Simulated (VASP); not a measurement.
Output of a VASP run:

### OSZICAR
```
...
DAV:   5    -0.220855892794E+01   -0.30892E-05   -0.76022E-05  3640   0.129E-01    0.119E-02
DAV:   6    -0.220855567431E+01    0.32536E-05   -0.13319E-05  3856   0.734E-02    0.133E-03
DAV:   7    -0.220855561228E+01    0.62033E-07   -0.33652E-07  1624   0.903E-03
   5 F= -.22085556E+01 E0= -.22086650E+01  d E =-.371627E-02
       N       E                     dE             d eps       ncg     rms          rms(c)
DAV:   1    -0.224449044451E+01   -0.35935E-01   -0.43434E-01  3208   0.121E+01    0.134E+00
DAV:   2    -0.221402433858E+01    0.30466E-01   -0.12690E-01  3208   0.785E+00    0.474E-01
DAV:   3    -0.221048403555E+01    0.35403E-02   -0.29906E-03  3672   0.956E-01    0.258E-01
DAV:   4    -0.220900314878E+01    0.14809E-02   -0.69482E-04  4832   0.503E-01    0.208E-02
DAV:   5    -0.220901163076E+01   -0.84820E-05   -0.11782E-04  3232   0.127E-01    0.838E-03
DAV:   6    -0.220901067976E+01    0.95100E-06   -0.25375E-06  2872   0.159E-02
   6 F= -.22090107E+01 E0= -.22089988E+01  d E =-.455067E-03
       N       E                     dE             d eps       ncg     rms          rms(c)
DAV:   1    -0.221024072240E+01   -0.12291E-02   -0.14945E-02  3216   0.227E+00    0.246E-01
DAV:   2    -0.220920235286E+01    0.10384E-02   -0.41380E-03  3200   0.141E+00    0.883E-02
DAV:   3    -0.220907923163E+01    0.12312E-03   -0.81748E-05  3616   0.150E-01    0.477E-02
DAV:   4    -0.220902887593E+01    0.50356E-04   -0.23766E-05  4848   0.917E-02    0.357E-03
DAV:   5    -0.220902951557E+01   -0.63964E-06   -0.39728E-06  2984   0.229E-02
   7 F= -.22090295E+01 E0= -.22090491E+01  d E =-.473903E-03
       N       E                     dE             d eps       ncg     rms          rms(c)
DAV:   1    -0.220909100290E+01   -0.62127E-04   -0.76577E-04  3192   0.513E-01    0.560E-02
DAV:   2    -0.220903758657E+01    0.53416E-04   -0.21695E-04  3216   0.322E-01    0.200E-02
DAV:   3    -0.220903170988E+01    0.58767E-05   -0.43707E-06  3312   0.352E-02    0.108E-02
DAV:   4    -0.220902912450E+01    0.25854E-05   -0.93843E-07  2520   0.208E-02    0.671E-04
DAV:   5    -0.220902911464E+01    0.98607E-08   -0.47126E-07  1544   0.858E-03
   8 F= -.22090291E+01 E0= -.22090417E+01  d E =-.473502E-03
       N       E                     dE             d eps       ncg     rms          rms(c)
DAV:   1    -0.220904129023E+01   -0.12166E-04   -0.14068E-04  3208   0.220E-01    0.239E-02
DAV:   2    -0.220903136323E+01    0.99270E-05   -0.39500E-05  3200   0.137E-01    0.858E-03
DAV:   3    -0.220903005891E+01    0.13043E-05   -0.73981E-07  1576   0.149E-02    0.464E-03
DAV:   4    -0.220902956406E+01    0.49486E-06   -0.25433E-07  1568   0.974E-03
   9 F= -.22090296E+01 E0= -.22090451E+01  d E =-.473952E-03
       N       E                     dE             d eps       ncg     rms          rms(c)
DAV:   1    -0.221023608556E+01   -0.12060E-02   -0.19759E-02  3568   0.191E+00    0.230E-01
DAV:   2    -0.220939165200E+01    0.84443E-03   -0.23696E-03  3624   0.105E+00    0.111E-01
DAV:   3    -0.220916183988E+01    0.22981E-03   -0.13861E-04  3848   0.204E-01    0.518E-02
DAV:   4    -0.220910469334E+01    0.57147E-04   -0.73389E-05  4168   0.136E-01    0.772E-03
DAV:   5    -0.220910483572E+01   -0.14238E-06   -0.11090E-05  3384   0.464E-02    0.260E-03
DAV:   6    -0.220910469777E+01    0.13795E-06   -0.10178E-06  1632   0.200E-02
  10 F= -.22091047E+01 E0= -.22091690E+01  d E =-.751337E-04
```

File OUTCAR:
```
------------------------ aborting loop because EDIFF is reached ----------------------------------------
  FORCE on cell =-STRESS in cart. coord.  units (eV):
  Direction    XX          YY          ZZ          XY          YZ          ZX
  --------------------------------------------------------------------------------------
  Total       -0.0102396     -0.0102396      0.0110054      0.0000000     -0.0000000      0.0000000
  in kB       -0.5431438     -0.5431440      0.5837629      0.0000000     -0.0000000      0.0000000
  external PRESSURE =      -0.1675083 kB  Pullay stress =       0.0000000 kB
  volume of cell :       30.21
      direct lattice vectors                 reciprocal lattice vectors
     2.677452987 -0.000000000  0.000000000     0.373489284  0.215634098 -0.000000000
    -1.338726493  2.318742738 -0.000000000     0.000000000  0.431268197 -0.000000000
     0.000000000  0.000000000  4.865247406     0.000000000  0.000000000  0.205539393
 POSITION                                       TOTAL-FORCE (eV/Angst)
 -----------------------------------------------------------------------------------
      1.33873      0.77291      3.64894         0.000000      0.000000     -0.000000
     -0.00000      1.54583      1.21631        -0.000000     -0.000000      0.000000
 -----------------------------------------------------------------------------------
    total drift:                               -0.000064      0.000037      0.000004
  FREE ENERGIE OF THE ION-ELECTRON SYSTEM (eV)
  ---------------------------------------------------
  free  energy   TOTEN  =        -2.2091046978 eV

  energy  without entropy=       -2.2092975655  energy(sigma->0) =       -2.20916899

 reached required accuracy - stopping structural energy minimisation
```
(Selected blocks of OUTCAR.)

File POSCAR:
```
Zn
1
    2.6600000000     0.0000000000     0.0000000000
   -1.3300000000     2.3036280000     0.0000000000
    0.0000000000     0.0000000000     4.9500000000
Zn
2
Direct
  0.6666670000   0.3333330000   0.7500000000
  0.3333330000   0.6666670000   0.2500000000
```

Question: Write an INCAR and KPOINTS that could have produced this output.

Answer: This is not unique; one that fits is the input of the run itself, PBE GGA, plane waves, VASP's PBE PAW potentials (set 64).

File KPOINTS:
```
Automatic
0
Gamma
 14 14 7
0 0 0
```

INCAR:
```
ENCUT  =  480
LASPH  =  .TRUE.   ! aspherical one-centre terms
ISMEAR  =  1   ! Methfessel-Paxton
SIGMA  =  0.1
EDIFF  =  1E-6
NSW  =  60
PREC  =  Accurate
NELM  =  100   ! most electronic steps
LMAXMIX  =  4
LCHARG  =  .FALSE.
ALGO  =  Normal   ! blocked Davidson
ISIF  =  3   ! ions, shape and volume
EDIFFG  =  -0.01   ! ionic stop
LREAL  =  .FALSE.   ! projection in real space or not
SYSTEM  =  Zn
IBRION  =  2
LWAVE  =  .FALSE.
GGA  =  PE   ! PBE
```

POTCAR, in this order: Zn (PBE.64 set). Program: vasp_std.

The compound is Zn in the hcp structure. This run relaxes it. Symmetry was kept, so distortions that lower it aren't found.
